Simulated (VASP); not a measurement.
Given:

```
HfS2
1.0
    1.82439    -3.15994     0.00000
    1.82439     3.15994     0.00000
    0.00000     0.00000     6.50607
Hf S
1 2
Direct
  0.00000   0.00000   0.00000
  0.33333   0.66667   0.22159
  0.66667   0.33333   0.77841
```

The numbers are results of PBE0 hybrid, VASP's PBE PAW potentials (set 64) (plane waves; VASP), not measurements. Run with 520 eV cut-off, 6×6×4 Γ-centred mesh, Gaussian smearing of 0.050 eV, potentials Hf_pv S.

Without a dispersion term in the relaxation, distances and binding between the weakly bound layers, chains or molecules are unreliable, and so is what depends on them. Unless said otherwise, spin-orbit coupling is left out, though it shifts the bands of the heavy elements here.

Q: What does the run give for the energy per atom (σ→0), pressure, band gap (over the mesh, the named points and PBE's band edges) with the smallest direct gap where there is one?

A: 
| Item | Value |
|---|---|
| band gap (over the mesh, the named points and PBE's band edges) | 2.75 eV |
| smallest direct gap (over the mesh, the named points and PBE's band edges) | 3.69 eV |
| energy per atom (σ→0) | -9.679 eV/atom |
| pressure | -1.57 GPa |

The absolute energy has meaning only against runs of the same code, potentials and settings.

The compound is HfS2 in the 1T layered structure. It was relaxed first, which changed the volume by +12 %.
